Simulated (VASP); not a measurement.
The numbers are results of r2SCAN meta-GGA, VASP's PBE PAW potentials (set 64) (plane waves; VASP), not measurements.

VASP input:

### INCAR
```
ALGO  =  Normal
EDIFF  =  1E-6
EDIFFG  =  -0.01
ENCUT  =  400
IBRION  =  2
ISIF  =  3
ISMEAR  =  0
LASPH  =  .TRUE.
LCHARG  =  .FALSE.
LMAXMIX  =  4
LMIXTAU  =  .TRUE.
LREAL  =  .FALSE.
LWAVE  =  .FALSE.
METAGGA  =  R2SCAN
NELM  =  100
NSW  =  60
PREC  =  Accurate
SIGMA  =  0.05
SYSTEM  =  CuI
```

File POSCAR:
```
CuI
1
    0.0000000000     3.0063240343     3.0063240343
    3.0063240343     0.0000000000     3.0063240343
    3.0063240343     3.0063240343     0.0000000000
Cu I
1 1
Direct
  0.0000000000   0.0000000000   0.0000000000
  0.2500000000   0.2500000000   0.2500000000
```

### KPOINTS
```
Regular mesh
0
G
 7 7 7
```

POTCAR, in this order: Cu I (PBE.64 set). Program: vasp_std.

Output

**OSZICAR**
```
       N       E                     dE             d eps       ncg     rms          rms(c)
DAV:   1     0.667534409633E+02    0.66753E+02   -0.69437E+03   520   0.123E+03
DAV:   2    -0.322435544628E+02   -0.98997E+02   -0.92630E+02   520   0.251E+02
DAV:   3    -0.388860577573E+02   -0.66425E+01   -0.65518E+01   695   0.783E+01
DAV:   4    -0.390826489378E+02   -0.19659E+00   -0.19650E+00   590   0.124E+01
DAV:   5    -0.390904959637E+02   -0.78470E-02   -0.78469E-02   765   0.271E+00    0.599E+00
DAV:   6    -0.361077576044E+02    0.29827E+01   -0.87197E+00   520   0.819E+01    0.489E+00
DAV:   7    -0.357937179416E+02    0.31404E+00   -0.15463E+00   580   0.475E+01    0.244E+00
DAV:   8    -0.358093560040E+02   -0.15638E-01   -0.60458E-01   599   0.223E+01    0.143E+00
DAV:   9    -0.357300396551E+02    0.79316E-01   -0.21384E-01   642   0.126E+01    0.206E-01
DAV:  10    -0.357907242901E+02   -0.60685E-01   -0.27107E-02   520   0.174E+00    0.105E-01
DAV:  11    -0.357909388749E+02   -0.21458E-03   -0.53846E-04   671   0.236E-01    0.719E-02
DAV:  12    -0.357902518015E+02    0.68707E-03   -0.15197E-03   610   0.121E+00    0.101E-01
DAV:  13    -0.357910583480E+02   -0.80655E-03   -0.14756E-03   620   0.117E+00    0.155E-02
DAV:  14    -0.357910514678E+02    0.68802E-05   -0.43858E-05   530   0.685E-02    0.105E-02
DAV:  15    -0.357910728587E+02   -0.21391E-04   -0.15220E-05   626   0.850E-02    0.454E-03
DAV:  16    -0.357910720158E+02    0.84288E-06   -0.14344E-06   510   0.153E-02
   1 F= -.35791072E+02 E0= -.35791072E+02  d E =-.357911E+02
```

**OUTCAR**
```
------------------------ aborting loop because EDIFF is reached ----------------------------------------
  FORCE on cell =-STRESS in cart. coord.  units (eV):
  Direction    XX          YY          ZZ          XY          YZ          ZX
  --------------------------------------------------------------------------------------
  Total       -0.0085511     -0.0085511     -0.0085511      0.0000000      0.0000000      0.0000000
  in kB       -0.2521140     -0.2521140     -0.2521140      0.0000000      0.0000000      0.0000000
  external PRESSURE =      -0.2521140 kB  Pullay stress =       0.0000000 kB
  volume of cell :       54.34
      direct lattice vectors                 reciprocal lattice vectors
     0.000000000  3.006324034  3.006324034    -0.166316070  0.166316070  0.166316070
     3.006324034  0.000000000  3.006324034     0.166316070 -0.166316070  0.166316070
     3.006324034  3.006324034  0.000000000     0.166316070  0.166316070 -0.166316070
  FREE ENERGIE OF THE ION-ELECTRON SYSTEM (eV)
  ---------------------------------------------------
  free  energy   TOTEN  =       -35.7910720158 eV

  energy  without entropy=      -35.7910720158  energy(sigma->0) =      -35.79107202

 reached required accuracy - stopping structural energy minimisation
```
(Selected blocks of OUTCAR.)

The structure was generated: CuI was put into the zinc blende type (F-43m), which need not be its known phase. It was relaxed first, which changed the volume by -11 %. The start is the result of an earlier pass.
